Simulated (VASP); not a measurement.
# Zn2CdSeS2 in VASP: further runs, part 2 of 2

VASP 6.6.1.

## 3. Relaxation of cell and atoms, PBE

This run uses another cell than the first one, of 25.95 Å³/atom, 1.322 times its volume.

File INCAR:

```
PREC     = Normal         # precision mode
ENCUT    = 520            # plane-wave cutoff, eV
EDIFF    = 1E-4           # SCF threshold, eV
ISMEAR   = 0              # smearing method
SIGMA    = 0.15           # smearing width, eV
LREAL    = F              # projectors in reciprocal space
LASPH    = T              # aspherical terms in the spheres
NELM     = 60             # most SCF steps
ALGO     = Fast           # electronic algorithm
ISIF     = 3              # what is computed and relaxed
LWAVE    = F              # write WAVECAR
LCHARG   = F              # write CHGCAR
GGA      = PE             # functional
IBRION   = 2              # ionic algorithm
NSW      = 24             # ionic steps
EDIFFG   = -0.08          # ionic threshold
```

File KPOINTS:

```
regular mesh
0
Gamma
  4 3 2
```

File POSCAR:

```
Zn2CdSeS2
1.0
    3.5694291400      0.0000000000      0.0000000000
    0.0000000000      5.9431631600      0.0000000000
    0.0000000000      0.0000000000      7.3402666300
Zn Cd Se S
2 1 1 2
Direct
    0.0000000000      0.0000000000      0.8242812200
    0.0000000000      0.0000000000      0.1757187800
    0.0000000000      0.5000000000      0.0000000000
    0.0000000000      0.0000000000      0.5000000000
    0.5000000000      0.5000000000      0.7003769000
    0.5000000000      0.5000000000      0.2996231000
```

Potentials or basis: VASP PAW PBE potentials, release 64 (Zn, Cd, Se, S).

Launch:

```bash
$ cat potpaw_PBE.64/Zn/POTCAR potpaw_PBE.64/Cd/POTCAR potpaw_PBE.64/Se/POTCAR potpaw_PBE.64/S/POTCAR > POTCAR
$ mpirun -np 1 vasp_std > vasp.out
```

OUTCAR:

```text
PREC = Normal
   ENCUT = 520
   EDIFF = 1E-4
   ISMEAR = 0
   LREAL = F
   LASPH = T
   NELM = 60
   ISIF = 3
   GGA = PE
   IBRION = 2
   NSW = 24
   EDIFFG = -0.08

 ion  position               nearest neighbor table
   1  0.000  0.000  0.824-   4 2.38   2 2.58   3 3.24   3 3.24
   2  0.000  0.000  0.176-   4 2.38   1 2.58   3 3.24   3 3.24
   3  0.000  0.500  0.000-   5 2.83   6 2.83   5 2.83   6 2.83   1 3.24   2 3.24   1 3.24   2 3.24

   4  0.000  0.000  0.500-   1 2.38   2 2.38
   5  0.500  0.500  0.700-   3 2.83   3 2.83
   6  0.500  0.500  0.300-   3 2.83   3 2.83

  LATTYP: Found a simple orthorhombic cell.
 ALAT       =     3.5694291400
 B/A-ratio  =     1.6650178297
 C/A-ratio  =     2.0564259275

  Lattice vectors:

 A1 = (   3.5694291400,   0.0000000000,   0.0000000000)
 A2 = (   0.0000000000,   5.9431631600,   0.0000000000)
 A3 = (   0.0000000000,   0.0000000000,   7.3402666300)

Analysis of symmetry for initial positions (statically):
=====================================================================
 Subroutine PRICEL returns:
 Original cell was already a primitive cell.

 Routine SETGRP: Setting up the symmetry group for a
 simple orthorhombic supercell.
[... 166 lines left out ...]

------------------------ aborting loop because EDIFF is reached ----------------------------------------

  FORCE on cell =-STRESS in cart. coord.  units (eV):
  Direction    XX          YY          ZZ          XY          YZ          ZX
  --------------------------------------------------------------------------------------
  -------------------------------------------------------------------------------------
  Total       -5.1226914     -2.6443175     -9.2438848      0.0000000      0.0000000      0.0000000
  in kB      -52.7084838    -27.2079564    -95.1123371      0.0000000      0.0000000      0.0000000
  external PRESSURE =     -58.3429258 kB  Pullay stress =       0.0000000 kB
[... 101 lines left out ...]
  FREE ENERGIE OF THE ION-ELECTRON SYSTEM (eV)
  ---------------------------------------------------
  free  energy   TOTEN  =       -13.0657254243 eV

  energy  without entropy=      -13.0274221606  energy(sigma->0) =      -13.04657379

[... ionic steps 4 to 19 ...]

--------------------------------------- Ionic step       20  -------------------------------------------

 number of electron      54.0000037 magnetization

------------------------ aborting loop because EDIFF is reached ----------------------------------------
[... 75 lines left out ...]
--------------------------------------- Ionic step       22  -------------------------------------------

 number of electron      54.0000056 magnetization

 Free energy of the ion-electron system (eV)
  ---------------------------------------------------
  ext. energy  EPLUGINS =         0.00000000
  ---------------------------------------------------
  free energy    TOTEN  =       -13.54153419 eV

  energy without entropy =      -13.51028727  energy(sigma->0) =      -13.52591073

 E-fermi :   2.1841     XC(G=0):  -9.8372

 val. band max:        2.1690484387   @ k =   0.2500   0.0000   0.5000
 cond. band min:       2.2077010140   @ k =   0.0000   0.0000   0.5000
 fundamental gap:      0.0386525752
 Fermi energy:         2.1841347637

 k-point     1 :       0.0000    0.0000    0.0000
  band No.  band energies     occupation
      1     -10.9737      2.00000
      2      -9.9727      2.00000
      3      -9.8861      2.00000
      4      -6.4516      2.00000
      5      -6.2503      2.00000
      6      -6.2246      2.00000
[... 442 lines left out ...]
  FREE ENERGIE OF THE ION-ELECTRON SYSTEM (eV)
  ---------------------------------------------------
  free  energy   TOTEN  =       -13.5415341857 eV

  energy  without entropy=      -13.5102872654  energy(sigma->0) =      -13.52591073

 reached required accuracy - stopping structural energy minimisation
```

CONTCAR:

```text
Zn2CdSeS2
   1.00000000000000
     3.3665322870526948   -0.0000000000000000    0.0000000000000000
    -0.0000000000000000    5.0551892896926134    0.0000000000000000
     0.0000000000000000    0.0000000000000000    7.6255742503285289
  Zn              Cd              Se              S
     2     1     1     2
Direct
     0.0000000000000000    0.0000000000000000    0.8227169635768627
     0.0000000000000000    0.0000000000000000    0.1772830364231374
     0.0000000000000000    0.5000000000000000    0.0000000000000000
     0.0000000000000000    0.0000000000000000    0.5000000000000000
     0.5000000000000000    0.5000000000000000    0.7472761464690366
     0.5000000000000000    0.5000000000000000    0.2527238535309635

  0.00000000E+00  0.00000000E+00  0.00000000E+00
  0.00000000E+00  0.00000000E+00  0.00000000E+00
  0.00000000E+00  0.00000000E+00  0.00000000E+00
  0.00000000E+00  0.00000000E+00  0.00000000E+00
  0.00000000E+00  0.00000000E+00  0.00000000E+00
  0.00000000E+00  0.00000000E+00  0.00000000E+00
```

Wall time 4.8 min (1 thread of Intel Xeon Platinum 8488C (Sapphire Rapids), shared host); peak memory 0.22 GiB.

Results:

| Quantity | Value |
| --- | --- |
| Free energy | -13.5415 eV |
| Relaxed volume | 21.63 Å³/atom |
| Relaxed cell | a = 3.367 Å, b = 5.055 Å, c = 7.626 Å, α = 90.00°, β = 90.00°, γ = 90.00° |
| Space group after relaxing (to 0.05 Å) | Pmmm (No. 47) |
| Energy gained by relaxing | 188.7 meV/atom |
| Ionic steps | 22 |
| Pressure after relaxing | -0.2 GPa |
| Largest force after relaxing | 0.071 eV/Å |
| Band gap on the k mesh | none (metal or under the smearing width) |

Forces in eV/Å, atoms in the order of the input:
```
Zn   0.000  0.000  0.025
Zn   0.000  0.000 -0.025
Cd   0.000  0.000  0.000
Se   0.000  0.000  0.000
S    0.000  0.000  0.071
S    0.000  0.000 -0.071
```

The path:
| step | energy change (eV) | largest force (eV/Å) | pressure (GPa) | volume (Å³) |
| --- | --- | --- | --- | --- |
| 1 | 0.0000 | 1.4617 | -5.83 | 155.71 |
| 2 | -0.6571 | 0.9339 | 0.56 | 135.27 |
| 3 | -0.6566 | 0.9422 | 0.98 | 135.08 |
| 4 | -0.8048 | 0.6175 | 1.15 | 133.46 |
| 5 | -0.8152 | 0.8812 | 2.05 | 132.80 |
| 6 | -0.9490 | 0.4407 | 0.29 | 137.30 |
| 7 | -0.9749 | 0.2604 | -1.13 | 140.28 |
| 8 | -1.0040 | 0.1612 | -0.03 | 137.49 |
| 9 | -1.0121 | 0.3626 | 0.70 | 135.19 |
| 10 | -1.0307 | 0.3725 | 0.42 | 134.50 |
| 11 | -1.0717 | 0.3038 | -0.11 | 132.32 |
| 12 | -1.0835 | 0.2522 | -0.01 | 127.57 |
| 13 | -1.0958 | 0.1151 | 0.08 | 127.49 |
| 14 | -1.1103 | 0.2353 | -0.18 | 127.20 |
| 15 | -1.1195 | 0.2159 | 0.49 | 126.54 |
| 16 | -1.1198 | 0.2038 | 0.41 | 126.48 |
| 17 | -1.1270 | 0.1712 | -0.16 | 127.62 |
| 18 | -1.1303 | 0.1396 | -0.22 | 128.42 |
| 19 | -1.1324 | 0.0752 | -0.50 | 130.03 |
| 20 | -1.1320 | 0.1061 | -0.04 | 129.23 |
| 21 | -1.1324 | 0.0884 | -0.13 | 129.64 |
| 22 | -1.1324 | 0.0707 | -0.20 | 129.78 |

Final structure:
```
CELL_PARAMETERS angstrom
3.36653 0.00000 0.00000
0.00000 5.05519 0.00000
0.00000 0.00000 7.62557
ATOMIC_POSITIONS crystal
Zn 0.00000 0.00000 0.82272
Zn 0.00000 0.00000 0.17728
Cd 0.00000 0.50000 0.00000
Se 0.00000 0.00000 0.50000
S 0.50000 0.50000 0.74728
S 0.50000 0.50000 0.25272
```

Levels at points of the mesh, in eV from the Fermi level:
| k point | band 24 | band 25 | band 26 | band 27 | band 28 | band 29 | band 30 | band 31 |
| --- | --- | --- | --- | --- | --- | --- | --- | --- |
| (0.00, 0.00, 0.00) | -1.66 | -0.69 | -0.52 | 0.39 | 1.25 | 2.62 | 2.65 | 3.22 |
| (0.50, 0.00, 0.00) | -1.30 | -1.15 | -0.82 | -0.46 | 0.04 | 1.73 | 2.04 | 2.52 |
| (0.00, 0.00, 0.50) | -0.53 | -0.41 | -0.36 | 0.02 | 0.10 | 1.39 | 3.10 | 4.57 |
| (0.50, 0.00, 0.50) | -1.31 | -1.15 | -0.66 | -0.44 | -0.28 | 0.90 | 1.42 | 1.98 |

Caveat: the k mesh is coarse (spacing up to 0.44 Å⁻¹), so the values aren't converged; the volume moved by over 15 % at a fixed basis, so the end points are rough; the relaxation stopped at a loose force limit of 0.08 eV/Å, so its end isn't a converged minimum.
